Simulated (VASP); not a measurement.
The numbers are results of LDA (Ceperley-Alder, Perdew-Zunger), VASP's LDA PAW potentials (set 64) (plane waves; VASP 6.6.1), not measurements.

The input files of a VASP run:

**POSCAR**
```
MgSe
1
    0.0000000000     2.5930571468     2.5930571468
    2.5930571468     0.0000000000     2.5930571468
    2.5930571468     2.5930571468     0.0000000000
Mg Se
1 1
Direct
  0.0000000000   0.0000000000   0.0000000000
  0.5000000000   0.5000000000   0.5000000000
```

INCAR:
```
SYSTEM=MgSe
PREC=Accurate; ENCUT=500; LREAL=F
LASPH=T
EDIFF=1E-6; NELM=100; ALGO=Normal
LMAXMIX=4
ISMEAR=0; SIGMA=0.05
IBRION=2; NSW=40; ISIF=3
EDIFFG=-0.02; PSTRESS=200
LWAVE=F; LCHARG=F
```

KPOINTS:
```
Automatic mesh
0
Gamma
 9 9 9
0 0 0
```

POTCAR, in this order: Mg Se (LDA.64 set). Program: vasp_std.

Q: What will the output report for the number of irreducible k-points (NKPTS), largest plane-wave count, number of space-group operations, FFT grid (NGX, NGY, NGZ)?

A: 
| Item | Value |
|---|---|
| number of irreducible k-points (NKPTS) | 35 |
| largest plane-wave count | 903 |
| number of space-group operations | 48 |
| FFT grid (NGX, NGY, NGZ) | 28 × 28 × 28 |

The compound is MgSe in the rock salt structure. This run relaxes it under an external pressure of 20 GPa. Symmetry was kept, so distortions that lower it aren't found.
